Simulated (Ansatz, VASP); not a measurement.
**Two plane-wave programs on NaB5**

INCAR

```
PREC = Accurate ; ENCUT = 600
EDIFF = 1E-7 ; ISMEAR = 0
SIGMA = 0.1 ; LREAL = F
LASPH = T ; NELM = 100
ALGO = Normal ; ISIF = 3
LWAVE = F ; LCHARG = F
GGA = PE ; IBRION = 2
NSW = 100 ; EDIFFG = -0.01
```

Contents of KPOINTS:

```
Automatic mesh
0
Gamma
  12 12 14
```

The input POSCAR:

```
NaB5
1.0
    4.3753274783      0.0000000000      0.0000000000
   -2.1876637391      3.7891447461      0.0000000000
    0.0000000000      0.0000000000      2.8591011272
Na B
1 5
Direct
    0.0000000000      0.0000000000      0.0000000000
    0.3333333333      0.6666666667      0.0000000000
    0.6666666667      0.3333333333      0.0000000000
    0.5000000000      0.0000000000      0.5000000000
    0.5000000000      0.5000000000      0.5000000000
    0.0000000000      0.5000000000      0.5000000000
```

Input for Ansatz:

```yaml
crystal:
  lattice:
    - [4.3753274783, 0.0, 0.0]
    - [-2.1876637391, 3.7891447461, 0.0]
    - [0.0, 0.0, 2.8591011272]
  atoms:
    - { symbol: Na, position: [0.0, 0.0, 0.0] }
    - { symbol: B, position: [0.3333333333, 0.6666666667, 0.0] }
    - { symbol: B, position: [0.6666666667, 0.3333333333, 0.0] }
    - { symbol: B, position: [0.5, 0.0, 0.5] }
    - { symbol: B, position: [0.5, 0.5, 0.5] }
    - { symbol: B, position: [0.0, 0.5, 0.5] }
basis:
  ecutwfc: 420
kpoints:
  mp_grid: { grid: [12, 12, 14] }
hamiltonian:
  xc: pbe
scf:
  occupations: { method: gaussian, width: 0.1 }
output:
  forces: true
  stress: true
  eigenvalues: true
  write_density: true
  write_potential: true
  elf: true
  volumetric_format: npy
relax:
  adjacent_minimum: "off"
  f_tol: 0.01
  max_steps: 80
  cell: { stress_tol: 0.05 }
```

Change from the starting cell: species swapped into the YRh5 type (P6/mmm, No. 191).

Alike in both runs: task relaxation of cell and atoms; functional PBE; k mesh 12 × 12 × 14; occupations gaussian, width 0.1 eV; no spin polarisation.

|  | VASP | Ansatz |
| --- | --- | --- |
| version | VASP 6.6.1 | Ansatz 0.2.0 |
| potentials or method | VASP PAW PBE potentials, release 64 (Na_pv, B) | scalar-relativistic, plane waves, PAW |
| plane-wave cutoff (eV) | 600 | 420 |
| valence electrons in the cell | 22 | 24 |

|  | VASP | Ansatz | Ansatz less VASP |
| --- | --- | --- | --- |
| gap on the k mesh at the Fermi level, each at its own relaxed structure (eV) | none | none | - |
| relaxed volume (Å³/atom) | 7.83 | 7.83 | -0.002 |
| relaxed cell length with the largest relative difference (Å) | 4.356 | 4.356 | -0.0009 |

A gap of «none» marks a metal or a gap that the smearing closes. The two sets of potentials don't hold the same shells in valence.
